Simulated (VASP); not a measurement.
Consider the following.

```yaml
crystal:
  lattice:
    - [0.00000, 2.88432, 2.88432]
    - [2.88432, 0.00000, 2.88432]
    - [2.88432, 2.88432, 0.00000]
  atoms:
    - { symbol: In, position: [0.00000, 0.00000, 0.00000] }
    - { symbol: P, position: [0.25000, 0.25000, 0.25000] }
```

These are LDA (Ceperley-Alder, Perdew-Zunger), VASP's LDA PAW potentials (set 64) (plane waves; VASP) values and carry that method's errors. Run with 520 eV cut-off, 8×8×8 Γ-centred mesh, Gaussian smearing of 0.050 eV, potentials In_d P.

**Question.** The job: InP (zinc blende), 2 atoms, LDA, static run, 520 eV, 8×8×8 Γ-centred mesh. Roughly how much core time does it take on a busy server core?

**Answer.** About 30 core-seconds (one run on a shared machine, a rough figure). It had 29 irreducible k-points, 13 bands, up to 1308 plane waves and 13 electronic steps.

The compound is InP in the zinc blende structure. This cell is one point of a volume scan, at 0.97 of the reference volume.
